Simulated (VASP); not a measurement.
Method: PBE GGA, VASP's PBE PAW potentials (set 64) (plane waves; VASP).

The input files of a VASP run:

INCAR:
```
! general
SYSTEM=Mg
PREC  =Accurate
ENCUT =400
LREAL =F
LASPH =T
ISYM  =0

! electronic loop
EDIFF =1E-6   ! SCF stop (eV)
NELM  =100
ALGO  =Normal   ! blocked Davidson

! smearing
ISMEAR=1   ! Methfessel-Paxton
SIGMA =0.1   ! width (eV)

! functional
GGA   =PE

! ions
ISIF  =2

! output
LWAVE =F
LCHARG=F
```

### KPOINTS
```
Automatic mesh
0
Gamma
12 12 7
0 0 0
```

### POSCAR
```
Mg
10.420
  0.1540307102  -0.2667890595   0.0000000000
  0.1540307102   0.2667890595   0.0000000000
  0.0000000000   0.0000000000   0.5000000000
Mg
2
Cartesian
  0.1540307102   0.0889298644   0.1250000000
  0.1540307102  -0.0889298644   0.3750000000
```

POTCAR, in this order: Mg (PBE.64 set). Program: vasp_std.

Problem. What does the run give for the energy per atom (σ→0), band gap (on the k-mesh)?

Solution. 
```json
{
  "energy per atom (σ→0)": "-1.505 eV/atom",
  "band gap (on the k-mesh)": "none (metal, semimetal or under 0.01 eV)"
}
```

### OSZICAR
```
...
DAV:   4    -0.302408744124E+01   -0.46192E-04   -0.46170E-04  8352   0.126E-01
DAV:   5    -0.302408764830E+01   -0.20705E-06   -0.20700E-06  8376   0.654E-03    0.967E-01
DAV:   6    -0.301817177584E+01    0.59159E-02   -0.63680E-04  7308   0.279E-01    0.620E-01
DAV:   7    -0.301067377836E+01    0.74980E-02   -0.25044E-03  6444   0.485E-01    0.346E-02
DAV:   8    -0.301068743633E+01   -0.13658E-04   -0.13759E-05  9732   0.312E-02    0.776E-03
DAV:   9    -0.301068590523E+01    0.15311E-05   -0.12957E-06  6672   0.789E-03    0.638E-04
DAV:  10    -0.301068565027E+01    0.25496E-06   -0.56807E-09  4080   0.671E-04
   1 F= -.30106857E+01 E0= -.30104230E+01  d E =-.787987E-03
```

The compound is Mg in the hcp structure. The cell was not relaxed at this level. The run is one of a series of settings (ISYM = 0 against the base run), some of them coarse on purpose.
